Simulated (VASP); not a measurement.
Computed with r2SCAN meta-GGA, VASP's PBE PAW potentials (set 64) (plane waves; VASP 6.6.1).

A VASP calculation is set up with these files.

**INCAR**
```
SYSTEM=WSe2
PREC=Accurate; ENCUT=400; LREAL=.FALSE.
LASPH=.TRUE.; NBANDS=93
EDIFF=1E-7; NELM=100; ALGO=Normal
LMAXMIX=6; LMIXTAU=.TRUE.
ISMEAR=0; SIGMA=0.01
METAGGA=R2SCAN
LWAVE=.FALSE.; LCHARG=.FALSE.; NEDOS=1001
LOPTICS=.TRUE.; LPEAD=.TRUE.; CSHIFT=0.1
```

File POSCAR:
```
WSe2
1
    1.6579132572    -2.8715896612     0.0000000000
    1.6579132572     2.8715896612     0.0000000000
    0.0000000000     0.0000000000    13.6525989981
W Se
2 4
Direct
  0.3333330000   0.6666670000   0.2500000000
  0.6666670000   0.3333330000   0.7500000000
  0.3333330000   0.6666670000   0.8718711791
  0.6666670000   0.3333330000   0.3718711791
  0.6666670000   0.3333330000   0.1281288209
  0.3333330000   0.6666670000   0.6281288209
```

File KPOINTS:
```
Automatic mesh
0
Gamma
14 14 3
0 0 0
```

POTCAR, in this order: W_sv Se (PBE.64 set). Program: vasp_std.

The run wrote:

File OSZICAR:
```
       N       E                     dE             d eps       ncg     rms          rms(c)
DAV:   1     0.354818415995E+03    0.35482E+03   -0.18588E+04  9144   0.458E+02
DAV:   2    -0.145432402735E+03   -0.50025E+03   -0.47290E+03  9973   0.175E+02
DAV:   3    -0.176784198262E+03   -0.31352E+02   -0.30595E+02 10398   0.483E+01
DAV:   4    -0.177079532487E+03   -0.29533E+00   -0.29514E+00 10248   0.455E+00
DAV:   5    -0.177081594491E+03   -0.20620E-02   -0.20618E-02 10384   0.366E-01    0.316E+01
DAV:   6    -0.171470915817E+03    0.56107E+01   -0.25834E+00 10025   0.808E+00    0.950E+00
DAV:   7    -0.166441460897E+03    0.50295E+01   -0.58444E-01  9730   0.257E+00    0.475E+00
DAV:   8    -0.165937939839E+03    0.50352E+00   -0.24146E-01  9776   0.221E+00    0.140E+00
DAV:   9    -0.164769244331E+03    0.11687E+01   -0.11499E-01  9403   0.106E+00    0.538E-01
DAV:  10    -0.163799274280E+03    0.96997E+00   -0.76862E-02  9362   0.768E-01    0.288E-01
DAV:  11    -0.163469322968E+03    0.32995E+00   -0.42316E-02  9607   0.558E-01    0.249E-01
DAV:  12    -0.163418810950E+03    0.50512E-01   -0.15639E-01  9155   0.108E+00    0.200E-01
DAV:  13    -0.163412549098E+03    0.62619E-02   -0.37191E-03 10672   0.142E-01    0.201E-01
DAV:  14    -0.163413322699E+03   -0.77360E-03   -0.40520E-04  9767   0.575E-02    0.188E-01
DAV:  15    -0.163526185719E+03   -0.11286E+00   -0.16099E-02  9319   0.358E-01    0.216E-01
DAV:  16    -0.163584598258E+03   -0.58413E-01   -0.36543E-02  9732   0.531E-01    0.241E-01
DAV:  17    -0.163589723108E+03   -0.51248E-02   -0.21267E-03  9628   0.123E-01    0.193E-01
DAV:  18    -0.163589138810E+03    0.58430E-03   -0.14001E-04 10416   0.366E-02    0.149E-01
DAV:  19    -0.163590350515E+03   -0.12117E-02   -0.60082E-04  9384   0.795E-02    0.102E-01
DAV:  20    -0.163590777984E+03   -0.42747E-03   -0.17749E-04  9384   0.369E-02    0.787E-02
DAV:  21    -0.163590669962E+03    0.10802E-03   -0.68786E-05  9451   0.232E-02    0.559E-02
DAV:  22    -0.163590877679E+03   -0.20772E-03   -0.11094E-04  9288   0.302E-02    0.223E-02
DAV:  23    -0.163590893345E+03   -0.15667E-04   -0.17556E-05  9569   0.126E-02    0.126E-02
DAV:  24    -0.163590897769E+03   -0.44235E-05   -0.12454E-06  9926   0.254E-03    0.110E-02
DAV:  25    -0.163590904192E+03   -0.64230E-05   -0.81419E-07  9221   0.270E-03    0.886E-03
DAV:  26    -0.163590909578E+03   -0.53862E-05   -0.68422E-06  9556   0.726E-03    0.881E-03
DAV:  27    -0.163590912355E+03   -0.27771E-05   -0.84383E-07 10211   0.276E-03    0.404E-03
DAV:  28    -0.163590910931E+03    0.14236E-05   -0.32272E-07  9290   0.164E-03    0.144E-03
DAV:  29    -0.163590912438E+03   -0.15065E-05   -0.15926E-07  9470   0.123E-03    0.113E-03
DAV:  30    -0.163590911769E+03    0.66910E-06   -0.19666E-08  9104   0.417E-04    0.712E-04
DAV:  31    -0.163590912763E+03   -0.99396E-06   -0.69810E-09  7035   0.268E-04    0.226E-04
DAV:  32    -0.163590912377E+03    0.38559E-06   -0.43847E-09  5074   0.191E-04    0.142E-04
DAV:  33    -0.163590912433E+03   -0.55537E-07   -0.36083E-10  5039   0.550E-05
   1 F= -.16359091E+03 E0= -.16359091E+03  d E =-.139565E-37
 imaginary and real dielectric function
```

File OUTCAR:
```
------------------------ aborting loop because EDIFF is reached ----------------------------------------
  FORCE on cell =-STRESS in cart. coord.  units (eV):
  Direction    XX          YY          ZZ          XY          YZ          ZX
  --------------------------------------------------------------------------------------
  Total        0.0589643      0.0589643     -0.0036259      0.0000000      0.0000000     -0.0000000
  in kB        0.7267249      0.7267247     -0.0446884      0.0000000      0.0000000     -0.0000000
  external PRESSURE =       0.4695870 kB  Pullay stress =       0.0000000 kB
  volume of cell :      130.00
      direct lattice vectors                 reciprocal lattice vectors
     1.657913257 -2.871589661  0.000000000     0.301583933 -0.174119585  0.000000000
     1.657913257  2.871589661  0.000000000     0.301583933  0.174119585  0.000000000
     0.000000000  0.000000000 13.652598998     0.000000000  0.000000000  0.073246127
 POSITION                                       TOTAL-FORCE (eV/Angst)
 -----------------------------------------------------------------------------------
      1.65791      0.95720      3.41315         0.000000      0.000000     -0.000000
      1.65791     -0.95720     10.23945        -0.000000     -0.000000     -0.000000
      1.65791      0.95720     11.90331         0.000000      0.000000     -0.005802
      1.65791     -0.95720      5.07701        -0.000000     -0.000000     -0.005802
      1.65791     -0.95720      1.74929        -0.000000     -0.000000      0.005802
      1.65791      0.95720      8.57559         0.000000      0.000000      0.005802
 -----------------------------------------------------------------------------------
    total drift:                               -0.000147      0.001081     -0.000035
  FREE ENERGIE OF THE ION-ELECTRON SYSTEM (eV)
  ---------------------------------------------------
  free  energy   TOTEN  =      -163.5909124327 eV

  energy  without entropy=     -163.5909124327  energy(sigma->0) =     -163.59091243

 plasma frequency squared (from intraband transitions) (eV^2)
  --------------------------------------------------------------------------------------
       0.000       0.000       0.000
       0.000       0.000       0.000
       0.000       0.000       0.000

 plasma frequency squared (from interband transitions, int dw w eps(2)(w)) (eV^2)
  --------------------------------------------------------------------------------------
     525.028       0.000       0.000       0.000       0.000       0.000
       0.000      -0.000     525.028       0.000       0.000      -0.000
       0.000      -0.000       0.000       0.000     528.565       0.000
```
(Selected blocks of OUTCAR.)

The dielectric response may not be converged in the k-mesh; for small gaps it tends to come out too large.

The compound is WSe2 in the 2H layered structure. It was relaxed first, which changed the volume by +8 %.
